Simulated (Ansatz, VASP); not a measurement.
**One calculation of Mg6TiCu, two programs**

```
CELL_PARAMETERS angstrom
4.85450 0.00000 0.00000
0.00000 3.07261 5.40620
0.00000 -3.07261 5.40620
ATOMIC_POSITIONS crystal
Cu 0.00000 0.81617 0.81617
Ti 0.50000 0.67765 0.67765
Mg 0.50000 0.16606 0.16606
Mg 0.50000 0.15813 0.67715
Mg 0.50000 0.67715 0.15813
Mg 0.00000 0.33180 0.33180
Mg 0.00000 0.34422 0.82883
Mg 0.00000 0.82883 0.34422
```

The cell comes from a database or a generator and needn't be the stable form of this composition.

Alike in both runs: task atomic charges; functional r2SCAN; dispersion rVV10; k mesh 6 × 5 × 5; occupations gaussian, width 0.01 eV; no spin polarisation.

|  | VASP | Ansatz |
| --- | --- | --- |
| version | VASP 6.6.1 | Ansatz 0.2.0 |
| potentials or method | VASP PAW PBE potentials, release 64 (Cu, Ti_sv, Mg) | Ansatz PAW |
| plane-wave cutoff (eV) | 520 | 500 |
| valence electrons in the cell | 35 | 91 |

```csv
,VASP,Ansatz,Ansatz less VASP
gap on the k mesh at the Fermi level (eV),none,none,-
pressure (GPa),-1.6,-1.5,+0.14
largest component of the traceless stress (GPa),0.32,0.32,+0.006
rms of the force components (eV/Å),0.057,0.062,+0.0045
```

Atom by atom the forces differ by 0.006 eV/Å (rms over components). A gap of «none» marks a metal or a gap that the smearing closes. With one functional, cell and mesh, what is left measures potentials, basis and numerics. The two sets of potentials don't hold the same shells in valence.

Caveats: the PAW data sets were made with another functional, which shifts forces and pressure a little (VASP); the PAW data sets come from PBE, with cores solved anew for the run's functional, which leaves a small shift of forces and pressure (Ansatz).
